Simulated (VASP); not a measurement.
```xyz
2
Lattice="1.5018 -2.6012 0.0000 1.5018 2.6012 0.0000 0.0000 0.0000 5.5017" Properties=species:S:1:pos:R:3 pbc="T T T"
Cd     1.5018     0.8671     1.3754
Cd     1.5018    -0.8671     4.1262
```

Level of theory: TPSS meta-GGA, VASP's PBE PAW potentials (set 64) (plane waves; VASP). Settings: 520 eV cut-off, 16×16×8 Γ-centred mesh, tetrahedra with Blöchl corrections, potentials Cd.

Problem. Predict the energy per atom (σ→0), band gap (over mesh and band path) with the smallest direct gap where there is one.

Solution. 
```json
{
 "band gap (over mesh and band path)": "none (metal, semimetal or under 0.01 eV)",
 "energy per atom (σ→0)": "-9.033 eV/atom"
}
```

Only differences to runs with the same potentials and settings are physical.

The compound is Cd in the hcp structure. It was relaxed first.
